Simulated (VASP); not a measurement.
Energy against volume of W (bcc). Level of theory: PBE GGA with D3 dispersion (zero damping), VASP's PBE PAW potentials (set 64) (plane waves; VASP 6.6.1).

| V (Å³/atom) | E (eV/atom) |
|---|---|
| 14.841 | -13.51006 |
| 15.315 | -13.55744 |
| 15.788 | -13.57107 |
| 16.262 | -13.55590 |
| 16.735 | -13.51661 |

**Question.** Fit a third-order Birch-Murnaghan equation of state.

**Answer.** 
```
Item                                             Result
---------------------------------------  --------------
volume per atom                          15.76 Å^3/atom
bulk modulus                                    325 GPa
pressure derivative of the bulk modulus            4.56
lattice constant a                            0.3159 nm
```

Measured: bulk modulus 312 GPa at 0 K (computed value off by +3.9 %), as given by Vázquez-Parga, Fernández-Martínez, Viñes, J. Chem. Theory Comput. (2023), doi:10.1021/acs.jctc.3c00612, Supporting … [zero-point energy and finite temperature contributions removed]; a 3.160 Å at 0 K (computed value off by -0.0 %), as given by Daniel Mejia-Rodriguez et al., Physical Review B (2018), arXiv:1807.09216 [static lattice: zero-point anharmonic expansion removed].

The compound is W in the bcc structure. It was relaxed first.
